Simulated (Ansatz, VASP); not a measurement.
# HfTeSe in two plane-wave programs

Aim: how closely do two programs agree when they are given the same cell, functional and k mesh? The cell is taken from a series of runs on this material, whose earlier steps may have relaxed, scaled, displaced or heated it; both programs get it as it stands.

Program: Ansatz 0.2.0. Level of theory: plane waves, with VASP 6.6.1 beside it; PBEsol. Results are calculated unless marked as measured.

## Step 1: The structure

The cell holds 3 atoms: 1 Hf, 1 Se and 1 Te. Its edges and angles: a = 3.793 Å, b = 3.936 Å, c = 30.000 Å, α = 90.0°, β = 90.0°, γ = 118.8°. Vacuum lies along c.

As a file:

```cif
data_structure
_symmetry_space_group_name_H-M 'P 1'
_symmetry_Int_Tables_number 1
_cell_length_a 3.7927
_cell_length_b 3.9358
_cell_length_c 30.0000
_cell_angle_alpha 90.000
_cell_angle_beta 90.000
_cell_angle_gamma 118.805
_cell_volume 392.41
loop_
_atom_site_label
_atom_site_type_symbol
_atom_site_fract_x
_atom_site_fract_y
_atom_site_fract_z
_atom_site_occupancy
Hf1 Hf 0.00038 0.00076 0.33654 1
Se2 Se 0.32919 0.65838 0.38430 1
Te3 Te 0.67043 0.34087 0.27583 1
```

## Step 2: Ansatz: zone-centre phonons, PBEsol

Ansatz runs on its PAW soft_1 files.

Second derivatives magnify differences that forces hide, and they need a tight electronic threshold.

input.yaml

```yaml
crystal:
  lattice:
    - [3.7926951833, 0.0, 0.0]
    - [-1.8963475917, 3.4487988965, 0.0]
    - [0.0, 0.0, 30.0]
  atoms:
    - { symbol: Hf, position: [0.0003777109, 0.0007554219, 0.3365366358] }
    - { symbol: Se, position: [0.3291886056, 0.6583772112, 0.3843033005] }
    - { symbol: Te, position: [0.6704336833, 0.3408673667, 0.2758267304] }
  periodic: [true, true, false]
kpoints:
  mp_grid: { grid: [12, 12, 1] }
hamiltonian:
  xc: pbesol
  pseudopotentials: { kind: paw, azcp: { folder: soft_1 }, xc_functional: pbe }
scf:
  occupations: { method: methfessel_paxton, width: 0.2 }
output:
  eigenvalues: true
phonons:
  method: dfpt
```

Started as:

```console
ansatz run input.yaml --threads 4 --pin off --max-ram 16384MiB --backend cpu --events-out ev --progress --plain --runs-dir out
```

Numbers of over 12 decimals in the logs are rounded to 6 here.

The log of the run:

```text
zone centre: on kpoints.mp_grid the ground state, and the responses unless they are solved on pairs of k-points, stand on 43 of the mesh's 144 k-points, reduced under 2 symmetry operations, with k and −k counted as one. Each operation leaves every solved displacement unchanged or reverses it
Engine: ansatz 0.2.0, x86_64-unknown-linux-gnu
Pseudopotentials: kind: paw
Pseudopotential: Hf, paw, valence charge 26, recommended cutoff 420 eV (normal), soft_1/Hf.paw.azcp
Pseudopotential: Se, paw, valence charge 16, recommended cutoff 420 eV (normal), soft_1/Se.paw.azcp
Pseudopotential: Te, paw, valence charge 16, recommended cutoff 420 eV (normal), soft_1/Te.paw.azcp
Functional definition: PBEsol
  exchange = pbesol_x
  correlation = pbesol_c
Crystal: 3 atoms, lattice volume = 392.407 Å³
Basis set: ecut = 420 eV, 7701 PW (Γ), exchange–correlation on 54×54×432 points (8 copies of the dense FFT grid, shifted against one another)
Bands: 35, of which v1, the nominal top of the filled ones, is band 29 counted from 1 (28 counted from 0)
Symmetry: 2 space group operations
k-points: 43 of 144 (time reversal used)
Non-local potential: Hf, projectors of the file, l = 0: 3, l = 1: 2, l = 2: 2, l = 3: 3
Non-local potential: Se, projectors of the file, l = 0: 2, l = 1: 2, l = 2: 3, l = 3: 1
Non-local potential: Te, projectors of the file, l = 0: 2, l = 1: 2, l = 2: 2, l = 3: 1
PAW form: soft (Blöchl's): semilocal exchange-correlation on the pseudo side does not see the compensation charge
PAW frozen core: Hf, regenerated for the run's functional, and the local potential with it (the file was generated under x = pbe(κ = 0.804, μ = 0.219515), c = pbe(β = 0.066725))
PAW frozen core: Se, regenerated for the run's functional, and the local potential with it (the file was generated under x = pbe(κ = 0.804, μ = 0.219515), c = pbe(β = 0.066725))
PAW frozen core: Te, regenerated for the run's functional, and the local potential with it (the file was generated under x = pbe(κ = 0.804, μ = 0.219515), c = pbe(β = 0.066725))
PAW one-centre angular grid: Hf, 590 points (default); XC on 64 Gauss nodes
PAW one-centre angular grid: Se, 590 points (default); XC on 64 Gauss nodes
PAW one-centre angular grid: Te, 590 points (default); XC on 64 Gauss nodes
Initial density: superposition of atomic densities (neutral atoms: chi_scale 0, normalization atom)
Initial wavefunctions: pseudopotential atomic-orbital guess
Functional: x = pbesol(κ = 0.804, μ = 0.123457), c = pbesol(β = 0.046)
iter 1 solved again at ethr=2.68e-3 eV; its pass at ethr=3.10e-3 eV (dr2=1.55e0 eV) is discarded
SCF iter   1: F=—  HF=-27928.124168 eV  |F-HF|=—  |Δ(HF+E_count)|=         —  Δρ=1.61e-2  dr2=1.56e0  ethr=2.68e-3  ⟨swp⟩=1.0  Hψ=10432  notcnv=0
preconditioner: auto → LDOS  [insulator: Δε(μ)=0.236 eV  Ē_g=11.557 eV  σ=0.200 eV  W_gap=0.82  n_scr=52 (ndim 8)  ℏωp=10.3 eV  f_vac=0.762  D(μ)=0.16/eV (n_scr^D=2)  ε∞_Penn≈1.8  β→1.0]
SCF iter   2: F=—  HF=-27928.311915 eV  |F-HF|=—  |Δ(HF+E_count)|=   1.88e-1  S|Δr|=    0.00e0  Δρ=1.69e-2  dr2=2.16e0  ethr=2.68e-3  ⟨swp⟩=5.0  Hψ=4190  notcnv=0  defer=18
SCF iter   3: F=—  HF=-27927.700654 eV  |F-HF|=—  |Δ(HF+E_count)|=   6.11e-1  S|Δr|=    0.00e0  Δρ=3.04e-3  dr2=1.29e-1  ethr=2.68e-3  ⟨swp⟩=3.9  Hψ=3267  notcnv=0  defer=42
SCF iter   4: F=—  HF=-27927.682925 eV  |F-HF|=—  |Δ(HF+E_count)|=   1.77e-2  S|Δr|=    0.00e0  Δρ=1.45e-3  dr2=5.93e-2  ethr=2.23e-4  ⟨swp⟩=3.1  Hψ=3275  notcnv=0  defer=44
SCF iter   5: F=—  HF=-27927.675837 eV  |F-HF|=—  |Δ(HF+E_count)|=   7.09e-3  S|Δr|=    0.00e0  Δρ=6.26e-4  dr2=1.81e-3  ethr=1.02e-4  ⟨swp⟩=2.1  Hψ=1699  notcnv=0  defer=44
SCF iter   6: F=—  HF=-27927.675829 eV  |F-HF|=—  |Δ(HF+E_count)|=   8.39e-6  S|Δr|=    0.00e0  Δρ=1.95e-4  dr2=8.70e-5  ethr=3.12e-6  ⟨swp⟩=3.2  Hψ=3323  notcnv=0  defer=44
SCF iter   7: F=—  HF=-27927.675851 eV  |F-HF|=—  |Δ(HF+E_count)|=   2.26e-5  S|Δr|=    0.00e0  Δρ=5.34e-5  dr2=6.12e-6  ethr=1.50e-7  ⟨swp⟩=3.3  Hψ=3206  notcnv=0  defer=44
SCF iter   8: F=—  HF=-27927.675850 eV  |F-HF|=—  |Δ(HF+E_count)|=   1.47e-6  S|Δr|=    0.00e0  Δρ=1.09e-5  dr2=3.64e-7  ethr=1.05e-8  ⟨swp⟩=2.9  Hψ=2782  notcnv=0  defer=44
SCF iter   9: F=—  HF=-27927.675930 eV  |F-HF|=—  |Δ(HF+E_count)|=   8.06e-5  S|Δr|=    0.00e0  Δρ=4.20e-6  dr2=4.44e-8  ethr=6.28e-10  ⟨swp⟩=3.1  Hψ=3330  notcnv=0  defer=41
SCF iter  10: F=—  HF=-27927.675931 eV  |F-HF|=—  |Δ(HF+E_count)|=   2.24e-7  S|Δr|=    0.00e0  Δρ=1.18e-6  dr2=5.12e-9  ethr=7.66e-11  ⟨swp⟩=3.0  Hψ=2994  notcnv=0  defer=41
SCF iter  11: F=—  HF=-27927.675931 eV  |F-HF|=—  |Δ(HF+E_count)|=   4.26e-8  S|Δr|=    0.00e0  Δρ=3.55e-7  dr2=4.45e-10  ethr=8.83e-12  ⟨swp⟩=2.9  Hψ=2994  notcnv=0  defer=41
SCF iter  12: F=—  HF=-27927.675931 eV  |F-HF|=—  |Δ(HF+E_count)|=   7.44e-9  S|Δr|=    0.00e0  Δρ=9.87e-8  dr2=4.52e-11  ethr=1.00e-12  ⟨swp⟩=3.1  Hψ=2993  notcnv=0  defer=41
SCF iter  13: F=—  HF=-27927.675931 eV  |F-HF|=—  |Δ(HF+E_count)|=  9.28e-10  S|Δr|=    0.00e0  Δρ=4.45e-8  dr2=2.20e-11  ethr=1.00e-12  ⟨swp⟩=22.0  Hψ=11527  notcnv=0
SCF iter  14: F=-27927.675931 eV  HF=-27927.675931 eV  |F-HF|=1.46e-11  |Δ(HF+E_count)|=  5.31e-10  S|Δr|=    0.00e0  Δρ=9.42e-9  dr2=3.40e-13  ethr=1.00e-12  ⟨swp⟩=7.2  Hψ=8647  notcnv=0
SCF 1 converged in 14 iterations: F = -27927.675931 eV  dr2 = 3.40e-13
  greatest PAW one-centre occupation: 1.000 electrons in one spin orbital (limit 2), on the Se atom at site 1 (counted from 0), in its partial waves of l = 2
DFPT response loops at Γ: preconditioner auto → none (partly filled bands, converged f_vac=0.770); β = 0.50; Broyden in place of MSR1
SCF converged after 14 iterations
Stability not checked: this state was not tested for a lower state beside it, because cold or Methfessel-Paxton smearing, or corrected tetrahedra, fill the levels in a way that the test cannot read (fill_not_monotonic; see scf.lower_state_search)
Free energy (F): -27927.675931 eV
Harris-Foulkes:  -27927.675931 eV  (|F-HF|=1.46e-11)
Internal energy: -27927.675624 eV  (E = F + TS)
E sigma→0 (E₀):  -27927.675854 eV
Entropy (-TS):   -0.000306 eV (-0.102 meV/atom)
Fermi energy:    -4.831395 eV
Step filling:    the computed levels leave a gap of 0.0238 eV = 0.1 smearing widths at the electron count; against every level under it full and every level over it empty, smearing changes F+E_penalty+E_count by -0.210 meV and its σ→0 estimate by -0.133 meV
--- Per-component energies (eV) ---
  E_band       = -1700.677950
  E_kinetic    = 688.653691
  E_local      = -151130.272265  (includes V_loc(G=0)·N_el)
  E_nonlocal   = -217.181639
  E_hartree    = 75025.629024
  E_xc         = -469.161994
  E_vxc        = -444.866836  (∫ρ·V_xc dr)
  E_paw        = -14256.923941  (= ΣΔE_a)
  E_vpaw       = -648.268699  (= ΣTr[D̂ρ^β])
  E_aug_tail   = -0.000192  (compensation charges beyond the density's cutoff)
  E_ewald      = 62428.947374
  E_core_change = 2.634319  (= ΣΔE_core)
  E_smearing   = -0.000306  (= −TS)
  E_closure    = 0.000000  (closes the sum)
  Σ components = -27927.675931   (vs F -27927.675931, Δ=0.00e0)
--- Band table (eV; the first three rows and the last of 43) ---
  k-point 0: bands = [... 25 lower, -7.7266, -6.4884, -4.9372, -4.5858, -4.2267, -3.8662, -3.5445, -1.4568 (-1.4568°), ... 2 higher]
  k-point 1: bands = [... 25 lower, -7.7014, -6.3462, -5.6702, -4.8914, -4.1073, -3.5368, -3.2638, -1.3997 (-1.3997°), ... 2 higher]
  k-point 2: bands = [... 25 lower, -7.6418, -6.8028, -6.1111, -5.3118, -4.2607, -3.0720, -2.8839, -1.6632 (-1.6632°), ... 2 higher]
  k-point 42: bands = [... 25 lower, -8.2957, -7.6410, -7.3834, -6.7504, -3.6698, -3.1224, -2.1602, -1.4596, ... 2 higher]
  ° read free of the cell's end (the report's vacuum.weakly_bound_levels)
--- Phonons (Γ-DFPT): 9 representative perturbations + reference, on 43 of 144 k-points (Σ response iterations 40) ---
  k mesh reduced under 2 symmetry operations, with k and −k counted as one. Each operation leaves every solved displacement unchanged or reverses it
  ASR residual: 1.501e-4 → 0.000e0 eV/Å²; symmetrization residual: 3.594e-5 eV/Å²
  ASR residual per site (eV/Å²): 8.09e-6 4.05e-5 1.50e-4
  Γ frequencies (cm⁻¹): 0.00 0.00 0.00 86.47 86.64 135.91 138.34 157.14 199.72
  non-analytic LO–TO correction: not included (Born effective charges unavailable; polar crystals: no LO–TO splitting at Γ)
```

The column dr2 measures how far the density is from self-consistency, as an energy; F and HF (Harris–Foulkes) agree once it is small.

[end of part 1 of 2]

[Lines on the potential files, build, host, timing and source positions are cut from VASP's logs without a mark.]

[Logs are printed without paths, hosts, clocks, repeated set-up lines and the standing remarks that a program may print on its own settings, such as how far it seeks lower states.]

[Hosts, paths, dates, database ids (printed as entryN), source tags and the programs' standing remarks are cut or masked in the printed files.]
